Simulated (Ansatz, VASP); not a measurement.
# Cross-check of Al2O3 (Corundum) between VASP and Ansatz

Aim: how closely do two programs agree when they are given the same cell, functional and k mesh? The structure shown comes from an earlier Ansatz run, which isn't shown and may have moved the atoms alone.

Calculated with Ansatz 0.2.0; plane waves, with VASP 6.6.1 beside it; elastic constants at PBE.

## (1) Starting point

Symmetry: R-3c, No. 167, trigonal system. Conventional cell: a = 4.808 Å, b = 4.808 Å, c = 13.121 Å, α = 90.00°, β = 90.00°, γ = 120.00°. Nearest to Al lie 6 O at 1.88 to 1.99 Å. Nearest to O lie 4 Al at 1.88 to 1.99 Å. Farther neighbours and most contacts between anions are not listed.

## (2) Ansatz: elastic constants, PBE

Ansatz runs on its PAW soft_1 files.

Elastic constants are differences of stresses under small strains, so they test the stress and the mesh.

File input.yaml:

```yaml
crystal:
  lattice:
    - [2.4039956795, 1.3879475527, 4.3738271021]
    - [-2.4039956795, 1.3879475527, 4.3738271021]
    - [0.0, -2.7758951054, 4.3738271021]
  atoms:
    - { symbol: Al, position: [0.352125009, 0.352125009, 0.352125009] }
    - { symbol: Al, position: [0.147874991, 0.147874991, 0.147874991] }
    - { symbol: Al, position: [0.647874991, 0.647874991, 0.647874991] }
    - { symbol: Al, position: [0.852125009, 0.852125009, 0.852125009] }
    - { symbol: O, position: [0.5561569852, 0.9438430148, 0.25] }
    - { symbol: O, position: [0.25, 0.5561569852, 0.9438430148] }
    - { symbol: O, position: [0.9438430148, 0.25, 0.5561569852] }
    - { symbol: O, position: [0.4438430148, 0.0561569852, 0.75] }
    - { symbol: O, position: [0.75, 0.4438430148, 0.0561569852] }
    - { symbol: O, position: [0.0561569852, 0.75, 0.4438430148] }
kpoints:
  mp_grid: { grid: [6, 6, 6] }
hamiltonian:
  xc: pbe
  pseudopotentials: { kind: paw, azcp: { folder: soft_1 } }
scf:
  occupations: { method: fixed }
output:
  forces: true
  stress: true
  eigenvalues: true
elastic:
  mode: relaxed_ion
  stencil: two_point
basis:
  ecutwfc: 320
```

On the command line:

```bash
ansatz run input.yaml --threads 4 --pin off --max-ram 15360MiB --backend cpu --events-out ev --progress --plain --runs-dir out
```

Numbers of over 12 decimals in the logs are rounded to 6 here.

Log:

```text
Warning: basis.ecutwfc = 320 eV is below the records' recommended 420 eV, and the density's cutoff is lower with it unless basis.ecutrho_ratio is high enough to keep the records' density cutoff: compare with a run at a higher cutoff
Engine: ansatz 0.2.0, x86_64-unknown-linux-gnu
Pseudopotentials: kind: paw
Pseudopotential: Al, paw, valence charge 3, recommended cutoff 420 eV (normal), soft_1/Al.paw.azcp
Pseudopotential: O, paw, valence charge 6, recommended cutoff 420 eV (normal), soft_1/O.paw.azcp
Functional definition: PBE
  parameter kappa = 0.804
  parameter beta = 0.066725
  exchange = pbe_x(kappa = kappa, mu = beta*pi^2/3)
  correlation = pbe_c(beta = beta)
Crystal: 10 atoms, lattice volume = 87.563 Å³
Basis set: ecut = 320 eV, 1129 PW (Γ), exchange–correlation on 64×64×64 points (8 copies of the dense FFT grid, shifted against one another)
Bands: 34, of which v1, the nominal top of the filled ones, is band 24 counted from 1 (23 counted from 0)
Symmetry: 12 space group operations
Space group: R-3c (ITA 167), of the structure as read, at distance tolerance 4.4e-5 Å
k-points: 32 of 216
Non-local potential: Al, projectors of the file, l = 0: 2, l = 1: 2, l = 2: 1
Non-local potential: O, projectors of the file, l = 0: 2, l = 1: 2, l = 2: 1
PAW form: soft (Blöchl's): semilocal exchange-correlation on the pseudo side does not see the compensation charge
PAW one-centre angular grid: Al, 110 points (default); XC on 64 Gauss nodes
PAW one-centre angular grid: O, 110 points (default); XC on 64 Gauss nodes
Initial density: superposition of atomic densities (chi_scale 0.1, normalization cell, long waves kept (reshape's long-wave potential 0.00 eV rms))
Initial wavefunctions: pseudopotential atomic-orbital guess
Functional: x = pbe(κ = 0.804, μ = 0.219515), c = pbe(β = 0.066725)
SCF iter   1: F=—  HF=-5572.024495 eV  |F-HF|=—  |Δ(HF+E_count)|=         —  Δρ=1.23e-1  dr2=1.28e1  ethr=3.10e-3  ⟨swp⟩=5.0  Hψ=4043  notcnv=0  defer=222
preconditioner: auto → Resta (q_TF=auto, 2.468 Å⁻¹)  ε∞=3.3  [insulator: Δε(μ)=6.823 eV  Ē_g=18.141 eV  n_scr=20 (ndim 8)  ℏωp=27.5 eV  f_vac=0.000  ε∞_Penn≈3.3]
SCF iter   2: F=—  HF=-5568.718002 eV  |F-HF|=—  |Δ(HF+E_count)|=    3.31e0  Δρ=4.34e-2  dr2=8.02e-1  ethr=3.10e-3  ⟨swp⟩=2.4  Hψ=2315  notcnv=0  defer=205
SCF iter   3: F=—  HF=-5568.600239 eV  |F-HF|=—  |Δ(HF+E_count)|=   1.18e-1  Δρ=2.18e-2  dr2=2.35e-1  ethr=1.67e-3  ⟨swp⟩=1.7  Hψ=985  notcnv=0  defer=224
SCF iter   4: F=—  HF=-5568.589256 eV  |F-HF|=—  |Δ(HF+E_count)|=   1.10e-2  Δρ=1.47e-3  dr2=1.00e-3  ethr=4.89e-4  ⟨swp⟩=3.0  Hψ=1634  notcnv=0  defer=256
SCF iter   5: F=—  HF=-5568.590799 eV  |F-HF|=—  |Δ(HF+E_count)|=   1.54e-3  Δρ=1.96e-4  dr2=4.32e-5  ethr=2.09e-6  ⟨swp⟩=2.0  Hψ=1594  notcnv=0  defer=256
SCF iter   6: F=—  HF=-5568.590870 eV  |F-HF|=—  |Δ(HF+E_count)|=   7.08e-5  Δρ=4.77e-5  dr2=2.29e-6  ethr=9.00e-8  ⟨swp⟩=2.0  Hψ=1702  notcnv=0  defer=248
SCF iter   7: F=—  HF=-5568.590872 eV  |F-HF|=—  |Δ(HF+E_count)|=   1.74e-6  Δρ=5.88e-6  dr2=2.27e-8  ethr=4.78e-9  ⟨swp⟩=2.0  Hψ=1747  notcnv=0  defer=159
SCF iter   8: F=—  HF=-5568.590872 eV  |F-HF|=—  |Δ(HF+E_count)|=   2.55e-8  Δρ=1.05e-6  dr2=8.74e-10  ethr=4.73e-11  ⟨swp⟩=2.0  Hψ=1625  notcnv=0  defer=159
SCF iter   9: F=—  HF=-5568.590872 eV  |F-HF|=—  |Δ(HF+E_count)|=  8.12e-10  Δρ=1.58e-7  dr2=1.69e-11  ethr=1.82e-12  ⟨swp⟩=2.4  Hψ=1654  notcnv=0  defer=159
SCF iter  10: F=—  HF=-5568.590872 eV  |F-HF|=—  |Δ(HF+E_count)|=  1.36e-11  Δρ=2.10e-8  dr2=2.59e-13  ethr=3.52e-14 (applied; sched 1.00e-12)  ⟨swp⟩=2.2  Hψ=1572  notcnv=0  defer=159
[...]
SCF 1 converged in 11 iterations: F = -5568.590872 eV  dr2 = 3.64e-14
  greatest PAW one-centre occupation: 0.860 electrons in one spin orbital (limit 2), on the O atom at site 8 (counted from 0), in its partial waves of l = 0
relax step   1: F+E_penalty+E_count = -5568.59087190 eV  Δ(F+E_penalty+E_count) = +0.000e0 eV  max|allowed force component| = 5.144e-2 eV/Å  Δτ_max = 0.0000 Å  (11 SCF iters, accepted)
Initial density: handed on by an earlier stage of this run
Initial wavefunctions: pseudopotential atomic-orbital guess (no wavefunctions were taken with the density)
[...]
preconditioner: auto → Resta (q_TF=auto, 2.468 Å⁻¹)  ε∞=3.5  [insulator: Δε(μ)=5.854 eV  Ē_g=17.272 eV  n_scr=20 (ndim 8)  ℏωp=27.5 eV  f_vac=0.000  ε∞_Penn≈3.5]
[...]
SCF 40 converged in 6 iterations: F = -5568.591084 eV  dr2 = 1.02e-14
relax step   4: F+E_penalty+E_count = -5568.59108424 eV  Δ(F+E_penalty+E_count) = -1.704e-9 eV  max|allowed force component| = 2.337e-5 eV/Å  Δτ_max = 0.0000 Å  (6 SCF iters, accepted)
iter 1 solved again at ethr=1.14e-12 eV; its pass at ethr=3.10e-3 eV (dr2=5.46e-10 eV) is discarded
SCF iter   1: F=—  HF=-5568.591064 eV  |F-HF|=—  |Δ(HF+E_count)|=         —  Δρ=1.11e-6  dr2=6.61e-10  ethr=1.14e-12  ⟨swp⟩=2.4  Hψ=8929  notcnv=0  defer=278
SCF iter   2: F=—  HF=-5568.591084 eV  |F-HF|=—  |Δ(HF+E_count)|=   1.99e-5  Δρ=5.10e-7  dr2=1.36e-10  ethr=1.14e-12  ⟨swp⟩=3.3  Hψ=4939  notcnv=0  defer=278
[...]
SCF iter   8: F=—  HF=-5568.591084 eV  |F-HF|=—  |Δ(HF+E_count)|=  9.09e-13  Δρ=3.78e-8  dr2=7.73e-13  ethr=1.10e-14 (applied; sched 1.00e-12)  ⟨swp⟩=2.0  Hψ=3219  notcnv=0  defer=278
SCF iter   9: F=-5568.591084 eV  HF=-5568.591084 eV  |F-HF|=9.09e-13  |Δ(HF+E_count)|=  1.82e-12  Δρ=1.06e-8  dr2=6.10e-14  ethr=1.00e-12  ⟨swp⟩=2.0  Hψ=7535  notcnv=0
SCF 41 converged in 9 iterations: F = -5568.591084 eV  dr2 = 6.10e-14
SCF converged after 9 iterations
Free energy (F): -5568.591237 eV
Harris-Foulkes:  -5568.591237 eV  (|F-HF|=1.82e-12)
Internal energy: -5568.591237 eV  (E = F + TS)
E sigma→0 (E₀):  -5568.591237 eV
Fermi energy:    7.309268 eV
--- Per-component energies (eV) ---
  E_band       = 50.987060
  E_kinetic    = 1147.262670
  E_local      = -1991.637902  (includes V_loc(G=0)·N_el)
  E_nonlocal   = 340.656061
  E_hartree    = 756.188378
  E_xc         = -593.821896
  E_vxc        = -683.135553  (∫ρ·V_xc dr)
  E_paw        = -2853.914638  (= ΣΔE_a)
  E_vpaw       = -274.548408  (= ΣTr[D̂ρ^β])
  E_aug_tail   = 0.013439  (compensation charges beyond the density's cutoff)
  E_ewald      = -2373.337349
  E_smearing   = -0.000000  (= −TS)
  E_closure    = 0.000000  (closes the sum)
  Σ components = -5568.591237   (vs F -5568.591237, Δ=0.00e0)
--- Forces (eV/Å), atoms counted from 1 ---
  atom   1  Al     0.00000000     0.00000000    -0.00000036
  atom   2  Al     0.00000000    -0.00000000     0.00000036
  atom   3  Al     0.00000000    -0.00000000     0.00000036
  atom   4  Al     0.00000000     0.00000000    -0.00000036
  atom   5  O     -0.00000041    -0.00000000     0.00000000
  atom   6  O      0.00000020    -0.00000035     0.00000000
  atom   7  O      0.00000020     0.00000035    -0.00000000
  atom   8  O      0.00000041     0.00000000     0.00000000
  atom   9  O     -0.00000020     0.00000035    -0.00000000
  atom  10  O     -0.00000020    -0.00000035     0.00000000
  max |Σ_I F_I| component: 1.19e-17 eV/Å
--- Stress (GPa, compression-positive) ---
       -0.509043       0.000000       0.000000
        0.000000      -0.509043      -0.000000
        0.000000      -0.000000      -0.918801
  P = ⅓ Tr σ = -0.6456 GPa (-6.456 kbar)
--- Band table (eV; the first three rows and the last of 32) ---
  k-point 0: bands = [... 20 lower, 6.8702, 7.2970, 7.2970, 7.3093, 13.1521, 16.2412, 17.7227, 18.6201, ... 6 higher]
  k-point 1: bands = [... 20 lower, 6.6805, 7.0001, 7.2631, 7.2735, 13.7903, 16.7332, 17.3281, 18.2723, ... 6 higher]
  k-point 2: bands = [... 20 lower, 6.5270, 6.8073, 7.1239, 7.1574, 15.1104, 16.8541, 17.2181, 17.5127, ... 6 higher]
  k-point 31: bands = [... 20 lower, 6.9856, 6.9856, 6.9856, 6.9856, 15.6700, 15.6700, 18.2171, 18.2171, ... 6 higher]
--- Elastic constants: 3 strain directions × 2 members + reference (group order 12) ---
  dense FFT box of the reference and of every strained cell: 32×32×32
  strains applied: 11, 33, 23; error gains: componentwise 1.00 (the most a stress slope's error grows in a printed constant), spectral 1.41 (1 for all six strains in a standard setting)
  reference relaxed by the batch: 6 steps; max|allowed force component| 5.14e-2 eV/Å at the deck's positions, 4.90e-7 at the last accepted step, 4.06e-7 by the solve of record
  largest displacement 2.4e-3 Å; the constants are those of the deck's cell at these positions:
  atoms:
    - { symbol: Al, position: [0.352135, 0.352135, 0.352135] }
    - { symbol: Al, position: [0.147865, 0.147865, 0.147865] }
    - { symbol: Al, position: [0.647865, 0.647865, 0.647865] }
    - { symbol: Al, position: [0.852135, 0.852135, 0.852135] }
    - { symbol: O, position: [0.555664, 0.944336, 0.250000] }
    - { symbol: O, position: [0.250000, 0.555664, 0.944336] }
    - { symbol: O, position: [0.944336, 0.250000, 0.555664] }
    - { symbol: O, position: [0.444336, 0.055664, 0.750000] }
    - { symbol: O, position: [0.750000, 0.444336, 0.055664] }
    - { symbol: O, position: [0.055664, 0.75, 0.444336] }
  C = ∂σ_k/∂η_j (tension-positive GPa; Voigt order 11 22 33 23 13 12):
       449.841    148.628    102.959     20.761      0.000      0.000
       148.628    449.841    102.959    -20.761      0.000      0.000
       102.370    102.370    447.024     -0.000      0.000      0.000
        19.998    -19.998      0.000    127.066      0.000      0.000
         0.000     -0.000     -0.000     -0.000    127.066     19.998
         0.000     -0.000     -0.000     -0.000     20.761    150.607
  reference stress σ⁰ (GPa):      0.509      0.509      0.919      0.000     -0.000     -0.000
  C* (energy form; C + prestress term) asymmetry max|C*_kj − C*_jk| = 7.636e-1 GPa — a small one proves nothing (zero by symmetry where the batch's group is 432, −43m or m−3m); a large one is finite-difference/SCF noise where every solve meets its electron count
  moduli (Voigt/Reuss/Hill, GPa): K = 228.29/227.80/228.05   G = 147.13/141.96/144.55   E = 358.00   ν = 0.238
  mechanically stable: yes (min eigenvalue of sym C = 115.30 GPa)
  strain η (Voigt 11):  stress-route row diagonal C_11 = 449.84 GPa, energy-path curvature d²(F+E_count+ΔE)/dδ²/Ω₀ = 447.89 GPa
         δ    σ_11 (GPa)             F (eV)   n_scf  n_hpsi   n_pw
    -2.000e-3      -0.4003       -5568.5908054       9   35883   1148   relax 7 steps, max|allowed force component| 3.73e-5 eV/Å
     2.000e-3       1.3990       -5568.5899012       9   35790   1156   relax 5 steps, max|allowed force component| 2.13e-5 eV/Å
  strain η (Voigt 33):  stress-route row diagonal C_33 = 447.02 GPa, energy-path curvature d²(F+E_count+ΔE)/dδ²/Ω₀ = 460.77 GPa
         δ    σ_33 (GPa)             F (eV)   n_scf  n_hpsi   n_pw
    -2.000e-3       0.0229       -5568.5926176       9   16828   1150   relax 3 steps, max|allowed force component| 2.88e-7 eV/Å
     2.000e-3       1.8110       -5568.5932309       9   16874   1158   relax 4 steps, max|allowed force component| 1.27e-7 eV/Å
  strain η (Voigt 23):  stress-route row diagonal C_44 = 127.07 GPa, energy-path curvature d²(F+E_count+ΔE)/dδ²/Ω₀ = 142.66 GPa
         δ    σ_23 (GPa)             F (eV)   n_scf  n_hpsi   n_pw
    -2.000e-3      -0.2541       -5568.5913251       9   35883   1154   relax 5 steps, max|allowed force component| 4.54e-5 eV/Å
     2.000e-3       0.2542       -5568.5910842       9   35885   1154   relax 4 steps, max|allowed force component| 2.34e-5 eV/Å
```

The column dr2 measures how far the density is from self-consistency, as an energy; F and HF (Harris–Foulkes) agree once it is small.

(Continued in part 2 of 2.)

[Lines on the potential files, build, host, timing and source positions are cut from VASP's logs without a mark.]

[Logs are printed without paths, hosts, clocks, repeated set-up lines and the standing remarks that a program may print on its own settings, such as how far it seeks lower states.]

[Hosts, paths, dates, database ids (printed as entryN), source tags and the programs' standing remarks are cut or masked in the printed files.]
